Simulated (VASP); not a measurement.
Runs of VASP 6.6.1 on VSe2. Symmetry: P-3m1, No. 164, trigonal system. Conventional cell: a = 3.355 Å, b = 3.355 Å, c = 6.134 Å, α = 90.00°, β = 90.00°, γ = 120.00°. Around V (site symmetry -3m) lie 6 Se at 2.47 Å. Around Se (site symmetry 3m) lie 3 V at 2.47 Å. 

```tsv
spin	fixed moment (μB)	gap on the mesh (eV)	pressure (GPa)	moment (μB)	largest force (eV/Å)
off	-	none	-2.0	-	0.11
collinear, zero start	0.0	-	-2.0	0.00	0.11
collinear, twin_end start	1.1	-	2.1	1.10	(b)
collinear, typed start	-	none	2.0	(a)	0.15
```

Alike in all rows: task single point; level LDA+U; potentials or basis VASP PAW LDA potentials, release 64 (V_sv, Se); V d U = 4.0 eV; cell as given; k mesh 7 × 7 × 3; cutoff (eV) 520; smearing gaussian 0.05 eV.

Q: Fill in the values left out.

A: (a) 1.08; (b) 0.16.

Caveats: the total moment is fixed, so each spin has its own Fermi level (some runs); U without spin polarisation on a metal has little footing (some runs).

A k mesh can miss the band edges, and the runs leave out spin-orbit coupling on Se.

A gap of «none» marks a metal or a gap under the smearing width.
